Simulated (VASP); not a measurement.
Data:

```xyz
4
Lattice="3.9896 0.0000 0.0000 0.0000 3.9896 0.0000 0.0000 0.0000 3.9896" Properties=species:S:1:pos:R:3 pbc="T T T"
Sc     0.0000     0.0000     0.0000
Al     0.0000     1.9948     1.9948
Al     1.9948     0.0000     1.9948
Al     1.9948     1.9948     0.0000
```

These are PBEsol GGA, VASP's PBE PAW potentials (set 64) (plane waves; VASP) values and carry that method's errors. Settings: 520 eV cut-off, 8×8×8 Γ-centred mesh, first-order Methfessel-Paxton smearing of 0.10 eV, potentials Sc_sv Al.

**Question.** Give the stress tensor in GPa (positive for a compressed cell).

**Answer.** 
```
6.50  0.00  0.00
0.00  6.50  0.00
0.00  0.00  6.50
```
The pressure is its mean diagonal, 6.50 GPa.

The compound is Al3Sc in the L1_2 structure. This cell is one point of a volume scan, at 0.94 of the reference volume.
